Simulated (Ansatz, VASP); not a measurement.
# BP: VASP beside Ansatz

Wanted: the spread between two codes on one cell, functional and k mesh. The cell is taken from a series of runs on this material, whose earlier steps may have relaxed, scaled, displaced or heated it; both programs get it as it stands.

Program: Ansatz 0.2.0. Level of theory: plane waves, with VASP 6.6.1 beside it; zone-centre phonons at LDA. Results are calculated unless marked as measured.

**1. Starting point**

The structure is cubic, space group F-43m (No. 216). The conventional cell has a = 4.491 Å, b = 4.491 Å, c = 4.491 Å, α = 90.00°, β = 90.00°, γ = 90.00°. B has 4 P at 1.94 Å nearest. Nearest to P lie 4 B at 1.94 Å. Farther neighbours are not listed.

As a file:

```cif
data_structure
_symmetry_space_group_name_H-M 'P 1'
_symmetry_Int_Tables_number 1
_cell_length_a 3.1753
_cell_length_b 3.1753
_cell_length_c 3.1753
_cell_angle_alpha 60.000
_cell_angle_beta 60.000
_cell_angle_gamma 60.000
_cell_volume 22.64
loop_
_atom_site_label
_atom_site_type_symbol
_atom_site_fract_x
_atom_site_fract_y
_atom_site_fract_z
_atom_site_occupancy
B1 B 0.00000 0.00000 0.00000 1
P2 P 0.75000 0.75000 0.75000 1
```

**2. Ansatz: zone-centre phonons, LDA**

Ansatz runs on its PAW soft_1 files.

Second derivatives magnify differences that forces hide, and they need a tight electronic threshold.

input.yaml

```yaml
crystal:
  lattice:
    - [0.0, 2.2452912038, 2.2452912038]
    - [2.2452912038, 0.0, 2.2452912038]
    - [2.2452912038, 2.2452912038, 0.0]
  atoms:
    - { symbol: B, position: [0.0, 0.0, 0.0] }
    - { symbol: P, position: [0.75, 0.75, 0.75] }
total_charge: 0.004528
kpoints:
  mp_grid: { grid: [29, 29, 29] }
hamiltonian:
  xc: lda
  pseudopotentials: { kind: paw, azcp: { folder: soft_1 }, xc_functional: pbe }
scf:
  occupations: { method: fermi_dirac, width: 0.03 }
output:
  eigenvalues: true
phonons:
  method: dfpt
```

Command:

```sh
$ ansatz run input.yaml --threads 4 --pin off --max-ram 16384MiB --backend cpu --events-out ev --progress --plain --runs-dir out
```

Numbers of over 12 decimals in the logs are rounded to 6 here.

Log:

```text
zone centre: on kpoints.mp_grid the ground state, and the responses unless they are solved on pairs of k-points, stand on 1800 of the mesh's 24389 k-points, reduced under 8 symmetry operations, with k and −k counted as one. Each operation leaves every solved displacement unchanged or reverses it
Engine: ansatz 0.2.0, aarch64-unknown-linux-gnu
Pseudopotentials: kind: paw
Pseudopotential: B, paw, valence charge 3, recommended cutoff 420 eV (normal), soft_1/B.paw.azcp
Pseudopotential: P, paw, valence charge 5, recommended cutoff 420 eV (normal), soft_1/P.paw.azcp
Functional definition: SPW92
  exchange = slater_x
  correlation = pw_c
Crystal: 2 atoms, lattice volume = 22.639 Å³
Basis set: ecut = 420 eV, 459 PW (Γ), exchange–correlation on 48×48×48 points (8 copies of the dense FFT grid, shifted against one another)
Bands: 8, of which v1, the nominal top of the filled ones, is band 4 counted from 1 (3 counted from 0)
Symmetry: 24 space group operations
k-points: 1800 of 24389 (irreducible under 8 space group operations, time reversal used)
Non-local potential: B, projectors of the file, l = 0: 2, l = 1: 2, l = 2: 1
Non-local potential: P, projectors of the file, l = 0: 2, l = 1: 2, l = 2: 1
PAW form: soft (Blöchl's): semilocal exchange-correlation on the pseudo side does not see the compensation charge
PAW frozen core: B, regenerated for the run's functional, and the local potential with it (the file was generated under x = pbe(κ = 0.804, μ = 0.219515), c = pbe(β = 0.066725))
PAW frozen core: P, regenerated for the run's functional, and the local potential with it (the file was generated under x = pbe(κ = 0.804, μ = 0.219515), c = pbe(β = 0.066725))
PAW one-centre angular grid: B, 110 points (default); XC on 64 Gauss nodes
PAW one-centre angular grid: P, 110 points (default); XC on 64 Gauss nodes
Initial density: superposition of atomic densities (chi_scale 0.1, normalization cell, long waves kept (reshape's long-wave potential 0.00 eV rms))
Initial wavefunctions: pseudopotential atomic-orbital guess
Functional: x = slater, c = lda
SCF iter   1: F=—  HF=-877.524719 eV  |F-HF|=—  |Δ(HF+E_count)|=         —  Δρ=9.62e-2  dr2=2.35e0  ethr=3.10e-3  ⟨swp⟩=6.3  Hψ=139213  notcnv=0
preconditioner: auto → none  [metal: Δε(μ)=0.049 eV  Ē_g=13.133 eV  σ=0.030 eV  W_gap=0.37  n_scr=0 (ndim 8)  ℏωp=22.1 eV  f_vac=0.000  D(μ)=0.07/eV (n_scr^D=0)]
SCF iter   2: F=—  HF=-876.737093 eV  |F-HF|=—  |Δ(HF+E_count)|=   7.88e-1  Δρ=3.00e-2  dr2=1.56e-1  ethr=3.10e-3  ⟨swp⟩=3.0  Hψ=44282  notcnv=0
SCF iter   3: F=—  HF=-876.685608 eV  |F-HF|=—  |Δ(HF+E_count)|=   5.15e-2  Δρ=1.13e-2  dr2=1.81e-2  ethr=1.95e-3  ⟨swp⟩=3.0  Hψ=28795  notcnv=0
SCF iter   4: F=—  HF=-876.680217 eV  |F-HF|=—  |Δ(HF+E_count)|=   5.39e-3  Δρ=1.57e-3  dr2=2.62e-4  ethr=2.26e-4  ⟨swp⟩=3.0  Hψ=28793  notcnv=0
SCF iter   5: F=—  HF=-876.680162 eV  |F-HF|=—  |Δ(HF+E_count)|=   5.49e-5  Δρ=6.01e-5  dr2=3.02e-7  ethr=3.28e-6  ⟨swp⟩=2.0  Hψ=18890  notcnv=0
SCF iter   6: F=—  HF=-876.680162 eV  |F-HF|=—  |Δ(HF+E_count)|=   7.52e-9  Δρ=1.19e-5  dr2=1.48e-8  ethr=3.78e-9  ⟨swp⟩=2.3  Hψ=21508  notcnv=0
SCF iter   7: F=—  HF=-876.680162 eV  |F-HF|=—  |Δ(HF+E_count)|=   2.21e-9  Δρ=5.58e-7  dr2=9.22e-11  ethr=1.85e-10  ⟨swp⟩=2.0  Hψ=21578  notcnv=0
SCF iter   8: F=-876.680162 eV  HF=-876.680162 eV  |F-HF|=1.14e-13  |Δ(HF+E_count)|=  3.97e-11  Δρ=1.51e-8  dr2=5.62e-14  ethr=1.00e-12  ⟨swp⟩=7.1  Hψ=85841  notcnv=0
SCF 1 converged in 8 iterations: F = -876.680162 eV  dr2 = 5.62e-14
  greatest PAW one-centre occupation: 0.763 electrons in one spin orbital (limit 2), on the P atom at site 1 (counted from 0), in its partial waves of l = 0
DFPT response loops at Γ: preconditioner auto → Kerker (q_TF=auto, 2.294 Å⁻¹) (partly filled bands, converged f_vac=0.000); β = 1.00, the filter's whole step (`scf.mixing.beta` (0.50) is not read by the response loops under this deck's `scf.mixing.preconditioner`; to damp them name `kerker` or `kerker_dos`, under which they read `scf.mixing.beta`, and type it under 1.00, their step now; both keys bind the ground state too); Broyden in place of MSR1
SCF converged after 8 iterations
Free energy (F): -876.680162 eV
Harris-Foulkes:  -876.680162 eV  (|F-HF|=1.14e-13)
Internal energy: -876.679970 eV  (E = F + TS)
E sigma→0 (E₀):  -876.680066 eV
Entropy (-TS):   -0.000192 eV (-0.096 meV/atom)
Fermi energy:    9.376709 eV
--- Per-component energies (eV) ---
  E_band       = 23.011728
  E_kinetic    = 122.309780
  E_local      = -61.133502  (includes V_loc(G=0)·N_el)
  E_nonlocal   = 41.757430
  E_hartree    = 16.668184
  E_xc         = -106.516006
  E_vxc        = -101.948244  (∫ρ·V_xc dr)
  E_paw        = -601.422930  (= ΣΔE_a)
  E_vpaw       = -11.310110  (= ΣTr[D̂ρ^β])
  E_aug_tail   = 0.000009  (compensation charges beyond the density's cutoff)
  E_ewald      = -288.506120
  E_core_change = 0.163186  (= ΣΔE_core)
  E_smearing   = -0.000192  (= −TS)
  E_closure    = 0.000000  (closes the sum)
  E_deformation_potential = 0.075838  (in the stress; not in F)
  Σ components = -876.680162   (vs F -876.680162, Δ=0.00e0)
--- Band table (eV; the first three rows and the last of 1800) ---
  k-point 0: bands = ["-6.2085", "9.4642", "9.4642", "9.4642", "12.8919", "12.8919", "12.8919", "17.2907"]
  k-point 1: bands = ["-6.1865", "9.2721", "9.4233", "9.4233", "12.9482", "12.9482", "12.9785", "17.3507"]
  k-point 2: bands = ["-6.1206", "8.7678", "9.3097", "9.3097", "13.1050", "13.1050", "13.1707", "17.5258"]
  k-point 1799: bands = ["-0.9376", "1.4109", "3.5237", "3.9131", "14.6447", "16.0679", "16.7989", "17.3031"]
--- Phonons (Γ-DFPT): 2 representative perturbations + reference, on 1800 of 24389 k-points (Σ response iterations 6) ---
  k mesh reduced under 8 symmetry operations, with k and −k counted as one. Each operation leaves every solved displacement unchanged or reverses it
  ASR residual: 8.733e-6 → 0.000e0 eV/Å²; symmetrization residual: 7.420e-8 eV/Å²
  ASR residual per site (eV/Å²): 8.73e-6 6.79e-6
  Γ frequencies (cm⁻¹): 0.00 0.00 0.00 779.51 779.51 779.51
  non-analytic LO–TO correction: not included (Born effective charges unavailable; polar crystals: no LO–TO splitting at Γ)
```

**3. VASP: zone-centre phonons, LDA**

The same cell, functional (in two slightly different forms), mesh and smearing now go to VASP, with its own data sets.

Lines of VASP's logs that name or quote its potential files are left out, and so is its time.

INCAR

```
SYSTEM = BP
PREC = Accurate
ENCUT = 500
EDIFF = 1E-08
NELM = 120
ISMEAR = -1
SIGMA = 0.03
LREAL = .FALSE.
ALGO = Normal
GGA = PW92
NELECT = 7.995472
NBANDS = 9
LORBIT = 11
LWAVE = .FALSE.
LCHARG = .FALSE.
ISIF = 2
IBRION = 8
LASPH = .TRUE.
GGA_COMPAT = .FALSE.
KPAR = 2
```

POSCAR

```
BP
1.0
    0.0000000000      2.2452912038      2.2452912038
    2.2452912038      0.0000000000      2.2452912038
    2.2452912038      2.2452912038      0.0000000000
B P
1 1
Direct
    0.0000000000      0.0000000000      0.0000000000
    0.7500000000      0.7500000000      0.7500000000
```

KPOINTS

```
Automatic mesh
0
Gamma
29 29 29
0 0 0
```

The projector-augmented-wave data sets are B and P (LDA family, release 64).

Command:

```sh
$ mpirun -np 2 vasp_std
```

Log:

```text
[banner, memory and clock lines left out]
running    2 mpi-ranks, on    1 nodes
 distrk:  each k-point on    1 cores,    2 groups
 distr:  one band on    1 cores,    1 groups

 POSCAR found type information on POSCAR B P
 POSCAR found :  2 types and       2 ions
|                                                                             |
|               ----> ADVICE to this user running VASP <----                  |
|                                                                             |
|     You enforced a specific xc type in the INCAR file but a different       |
|     [... a line on the potential file left out ...]
|     I HOPE YOU KNOW WHAT YOU ARE DOING!                                     |
|                                                                             |

 LDA part: xc-table for (Slater(with rela. corr.)+PW92), standard interpolation
 POSCAR, INCAR and KPOINTS ok, starting setup
 FFT: planning ... GRIDC
 FFT: planning ... GRID_SOFT
 FFT: planning ... GRID
 WAVECAR not read
 entering main loop
       N       E                     dE             d eps       ncg     rms          rms(c)
DAV:   1     0.741892241698E+01    0.74189E+01   -0.34247E+03 12296   0.670E+02
DAV:   2    -0.148972641424E+02   -0.22316E+02   -0.21322E+02 18139   0.111E+02
DAV:   3    -0.153325459915E+02   -0.43528E+00   -0.43449E+00 14714   0.161E+01
DAV:   4    -0.153341741493E+02   -0.16282E-02   -0.16279E-02 17567   0.106E+00
DAV:   5    -0.153341772305E+02   -0.30813E-05   -0.30814E-05 14410   0.373E-02BRMIX: very serious problems
 the old and the new charge density differ
 old charge density:     8.00000 new    7.99547
BRMIX: very serious problems
 the old and the new charge density differ
 old charge density:     8.00000 new    7.99547
    0.766E+00
DAV:   6    -0.145742340884E+02    0.75994E+00   -0.18379E+00 13337   0.693E+00    0.408E+00
DAV:   7    -0.144520491390E+02    0.12218E+00   -0.31081E-01 17443   0.321E+00    0.128E+00
DAV:   8    -0.144389924983E+02    0.13057E-01   -0.35633E-02 14097   0.112E+00    0.253E-01
DAV:   9    -0.144390077346E+02   -0.15236E-04   -0.70716E-04 16005   0.217E-01    0.161E-01
DAV:  10    -0.144390031985E+02    0.45360E-05   -0.13571E-04 13534   0.761E-02    0.307E-02
DAV:  11    -0.144390052686E+02   -0.20700E-05   -0.63547E-06 18173   0.152E-02    0.365E-02
DAV:  12    -0.144390049357E+02    0.33291E-06   -0.19913E-06 14060   0.691E-03    0.817E-03
DAV:  13    -0.144390049422E+02   -0.65303E-08   -0.49579E-08 15059   0.177E-03
   1 F= -.14439005E+02 E0= -.14438909E+02  d E =-.191792E-03
 Linear response reoptimize wavefunctions to high precision
DAV:   1    -0.144390049403E+02    0.18805E-08   -0.98428E-09 13947   0.508E-04
DAV:   2    -0.144390049403E+02   -0.18076E-10   -0.18832E-10  7150   0.127E-04
 Linear response DOF=           2
 Linear response progress:
  Degree of freedom:   1/  2
       N       E                     dE             d eps       ncg     rms          rms(c)
RMM:   1    -0.465565749960E-01   -0.46557E-01   -0.80253E-03149286   0.128E+00
RMM:   2    -0.429202288125E-01    0.36363E-02   -0.11313E-03 96710   0.271E-01    0.162E-01
RMM:   3    -0.428707397483E-01    0.49489E-04   -0.30526E-04 99311   0.116E-01    0.842E-02
RMM:   4    -0.433462500837E-01   -0.47551E-03   -0.29316E-04 95778   0.108E-01    0.981E-03
RMM:   5    -0.433158845805E-01    0.30366E-04   -0.15666E-06103114   0.142E-02    0.125E-03
RMM:   6    -0.433210351170E-01   -0.51505E-05   -0.86488E-08102337   0.195E-03    0.563E-04
RMM:   7    -0.433194579715E-01    0.15771E-05   -0.19127E-08105272   0.444E-04    0.946E-05
RMM:   8    -0.433199646699E-01   -0.50670E-06    0.26133E-08107352   0.101E-04    0.129E-05
RMM:   9    -0.433199269363E-01    0.37734E-07    0.28436E-08110540   0.230E-05    0.265E-06
RMM:  10    -0.433199503462E-01   -0.23410E-07    0.14008E-08108253   0.103E-05    0.773E-07
RMM:  11    -0.433199459282E-01    0.44179E-08    0.23412E-08 88742   0.691E-06    0.963E-08
 first order change of Fermi-energy   0.70953E-04
 force on displaced ion       1 direction 1 : -17.869   0.000   0.000
 Linear response progress:
  Degree of freedom:   2/  2
       N       E                     dE             d eps       ncg     rms          rms(c)
RMM:   1    -0.438096659925E-01   -0.43810E-01    0.59234E-04142700   0.159E+00
RMM:   2    -0.410853769475E-01    0.27243E-02   -0.10651E-03 96159   0.248E-01    0.157E-01
RMM:   3    -0.411448872150E-01   -0.59510E-04   -0.55583E-05100996   0.487E-02    0.888E-02
RMM:   4    -0.415081504062E-01   -0.36326E-03   -0.45898E-05 98472   0.471E-02    0.907E-03
RMM:   5    -0.414675856468E-01    0.40565E-04   -0.31874E-06104225   0.924E-03    0.408E-03
RMM:   6    -0.414643001951E-01    0.32855E-05   -0.81782E-09104009   0.116E-03    0.292E-03
RMM:   7    -0.414650077406E-01   -0.70755E-06    0.11719E-07105145   0.600E-04    0.176E-04
RMM:   8    -0.414640404977E-01    0.96724E-06    0.57732E-08106951   0.148E-04    0.103E-04
RMM:   9    -0.414637947041E-01    0.24579E-06    0.65660E-08109460   0.495E-05    0.566E-06
RMM:  10    -0.414637997651E-01   -0.50610E-08    0.51097E-08109945   0.130E-05    0.848E-06
 first order change of Fermi-energy   0.34872E-04
 force on displaced ion       2 direction 1 : -17.870   0.000   0.000
 Linear response finished
```

OUTCAR, selected parts (step 3):

```text
NELECT = 7.995472

 ion  position               nearest neighbor table
   1  0.000  0.000  0.000-   2 1.94   2 1.94   2 1.94   2 1.94
   2  0.750  0.750  0.750-   1 1.94   1 1.94   1 1.94   1 1.94

  LATTYP: Found a face centered cubic cell.
 ALAT       =     4.4905824076

 Subroutine GETGRP returns: Found 24 space group operations
 (whereof 24 operations were pure point group operations)

The static configuration has the point symmetry T_d .

 Found    680 irreducible k-points:

   k-points           NKPTS =    680   k-points in BZ     NKDIM =    680   number of bands    NBANDS=      9

   dimension x,y,z NGX =    24 NGY =   24 NGZ =   24
   dimension x,y,z NGXF=    48 NGYF=   48 NGZF=   48

   ENCUT  =  500.0 eV  36.75 Ry    6.06 a.u.   5.79  5.79  5.79*2*pi/ulx,y,z

 k-points in reciprocal lattice and weights: Automatic mesh
   0.00000000  0.00000000  0.00000000       0.000
   0.03448276  0.00000000  0.00000000       0.000
   0.06896552  0.00000000  0.00000000       0.000
   0.10344828  0.00000000  0.00000000       0.000
   0.13793103  0.00000000  0.00000000       0.000
   0.17241379  0.00000000  0.00000000       0.000
   0.20689655  0.00000000  0.00000000       0.000
   0.24137931  0.00000000  0.00000000       0.000
   0.27586207  0.00000000  0.00000000       0.000
[...]
-0.27586207  0.48275862  0.20689655       0.001
  -0.27586207  0.48275862  0.24137931       0.001

 average (electrostatic) potential at core
       1 -29.5575       2 -81.9128

  Total       -0.0992011     -0.0992011     -0.0992011      0.0000000     -0.0000000     -0.0000000
  in kB       -7.0206779     -7.0206779     -7.0206779      0.0000000     -0.0000000     -0.0000000
  external PRESSURE =      -7.0206779 kB  Pullay stress =       0.0000000 kB

  energy-cutoff  :      500.00
  volume of cell :       22.64
      direct lattice vectors                 reciprocal lattice vectors
     0.000000000  2.245291204  2.245291204    -0.222688264  0.222688264  0.222688264
     2.245291204  0.000000000  2.245291204     0.222688264 -0.222688264  0.222688264
     2.245291204  2.245291204  0.000000000     0.222688264  0.222688264 -0.222688264

 POSITION                                       TOTAL-FORCE (eV/Angst)
 -----------------------------------------------------------------------------------
      0.00000      0.00000      0.00000         0.000000      0.000000      0.000000
      3.36794      3.36794      3.36794        -0.000000     -0.000000     -0.000000
 -----------------------------------------------------------------------------------
    total drift:                               -0.000000     -0.000000     -0.000000

 Eigenvectors and eigenvalues of the dynamical matrix
 ----------------------------------------------------

   1 f  =   23.344380 THz   146.677068 2PiTHz  778.684714 cm-1    96.544557 meV
             X         Y         Z           dx          dy          dz
      0.000000  0.000000  0.000000     0.000000    0.860962    0.000000
      3.367937  3.367937  3.367937     0.000000   -0.508669    0.000000

   2 f  =   23.344380 THz   146.677068 2PiTHz  778.684714 cm-1    96.544557 meV
             X         Y         Z           dx          dy          dz
      0.000000  0.000000  0.000000     0.860962    0.000000    0.000000
      3.367937  3.367937  3.367937    -0.508669    0.000000    0.000000

   3 f  =   23.344380 THz   146.677068 2PiTHz  778.684714 cm-1    96.544557 meV
             X         Y         Z           dx          dy          dz
      0.000000  0.000000  0.000000     0.000000    0.000000    0.860962
      3.367937  3.367937  3.367937     0.000000    0.000000   -0.508669

   4 f/i=    0.000406 THz     0.002550 2PiTHz    0.013540 cm-1     0.001679 meV
             X         Y         Z           dx          dy          dz
      0.000000  0.000000  0.000000    -0.508669    0.000000    0.000000
      3.367937  3.367937  3.367937    -0.860962    0.000000    0.000000

   5 f/i=    0.000406 THz     0.002550 2PiTHz    0.013540 cm-1     0.001679 meV
             X         Y         Z           dx          dy          dz
      0.000000  0.000000  0.000000     0.000000   -0.508669    0.000000
      3.367937  3.367937  3.367937     0.000000   -0.860962    0.000000

   6 f/i=    0.000406 THz     0.002550 2PiTHz    0.013540 cm-1     0.001679 meV
             X         Y         Z           dx          dy          dz
      0.000000  0.000000  0.000000     0.000000    0.000000   -0.508669
      3.367937  3.367937  3.367937     0.000000    0.000000   -0.860962

 ELASTIC MODULI CONTR FROM IONIC RELAXATION (kBar)
 Direction    XX          YY          ZZ          XY          YZ          ZX
 --------------------------------------------------------------------------------
 XX          -0.0000      0.0000     -0.0000      0.0000      0.0000     -0.0000
 YY           0.0000     -0.0000      0.0000     -0.0000      0.0000      0.0000
 ZZ          -0.0000      0.0000     -0.0000     -0.0000     -0.0000     -0.0000
 XY           0.0000     -0.0000     -0.0000   -260.4498     -0.0000     -0.0000
 YZ           0.0000      0.0000     -0.0000     -0.0000   -260.4498     -0.0000
 ZX          -0.0000      0.0000     -0.0000     -0.0000     -0.0000   -260.4498
 --------------------------------------------------------------------------------
```

**4. Side by side**

Known differences besides the potentials themselves: the cutoff is 420 eV in Ansatz and 500 eV in VASP; VASP's log shows a relativistic correction to its local exchange, Ansatz's none. Total energies have different zeros and are not compared.

Both answers:

| quantity | Ansatz | VASP | difference |
| --- | --- | --- | --- |
| optical mode 1 to 3 (cm⁻¹) | 779.5 | 778.7 | +0.11 % |

Modes are paired by rising frequency, not by their patterns, so a pair may set unlike modes beside each other; they are those without the splitting of longitudinal modes. The cell carries a charge of +0.004528 e against a uniform background, so its pressure also hangs on how the neutralising background is counted, and in a defect's cell a gap may be the spacing between its levels.

**5. What came out**

| Quantity | Value |
| --- | --- |
| r.m.s. difference of the optical zone-centre modes, each program's sorted by frequency (zone-centre phonons, LDA) | 0.83 cm⁻¹ |

In words: The r.m.s. difference of the optical zone-centre modes, each program's sorted by frequency is 0.83 cm⁻¹ (zone-centre phonons, LDA). Such differences can come from data sets, numerical settings and the points named under the comparisons, not from the functional's error against experiment.

[Lines on the potential files, build, host, timing and source positions are cut from VASP's logs without a mark.]

[Logs are printed without paths, hosts, clocks, repeated set-up lines and the standing remarks that a program may print on its own settings, such as how far it seeks lower states.]

[Hosts, paths, dates, database ids (printed as entryN), source tags and the programs' standing remarks are cut or masked in the printed files.]
